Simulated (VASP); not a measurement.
Here is the system:

```yaml
crystal:
  lattice:
    - [1.87003, -5.52830, 0.00000]
    - [1.87003, 5.52830, 0.00000]
    - [0.00000, 0.00000, 3.91743]
  atoms:
    - { symbol: Ag, position: [0.39696, 0.60304, 0.75000] }
    - { symbol: Ag, position: [0.60304, 0.39696, 0.25000] }
    - { symbol: Cl, position: [0.86526, 0.13474, 0.25000] }
    - { symbol: Cl, position: [0.13474, 0.86526, 0.75000] }
```

Computed with r2SCAN meta-GGA, VASP's PBE PAW potentials (set 64) (plane waves; VASP). Settings: 400 eV cut-off, 7×7×6 Γ-centred mesh, tetrahedra with Blöchl corrections, potentials Ag Cl.

### Question
Give the energies of bands 7 to 20 at the high-symmetry points, in eV from the valence-band maximum.

### Answer

```tsv
band	Γ	Y	C0	Z	A0	T	S	R
7	-3.10	-3.14	-4.26	-3.86	-3.46	-3.97	-4.26	-3.67
8	-2.97	-3.08	-3.34	-3.86	-3.46	-3.97	-3.10	-3.67
9	-2.85	-2.80	-3.10	-2.62	-2.95	-2.57	-3.09	-2.91
10	-2.71	-2.80	-2.64	-2.62	-2.95	-2.57	-2.44	-2.91
11	-2.59	-2.74	-2.27	-2.44	-2.40	-2.44	-2.21	-2.32
12	-2.47	-2.72	-2.06	-2.44	-2.40	-2.44	-2.15	-2.32
13	-2.41	-2.67	-2.06	-2.33	-2.17	-1.86	-2.00	-2.13
14	-2.34	-2.43	-2.01	-2.33	-2.17	-1.86	-1.93	-2.13
15	-2.21	-1.97	-1.24	-1.30	-1.91	-0.80	-1.33	-2.05
16	-1.88	-1.72	-0.77	-1.30	-1.91	-0.80	-1.05	-2.05
17	-1.68	-1.60	-0.10	-0.11	-1.38	-0.15	-0.06	-1.50
18	-1.52	-1.48	-0.06	-0.11	-1.38	-0.15	0.00	-1.50
19	0.98	2.51	3.30	4.91	3.48	4.20	3.55	3.33
20	3.69	4.25	6.23	4.91	3.48	4.20	5.80	3.33
```

The gap is indirect, 0.98 eV, from the valence maximum at S to the conduction minimum at Γ.

The structure comes from a computed database's AgCl entry (Cmcm); how it stands against other phases isn't given here. It was relaxed first.
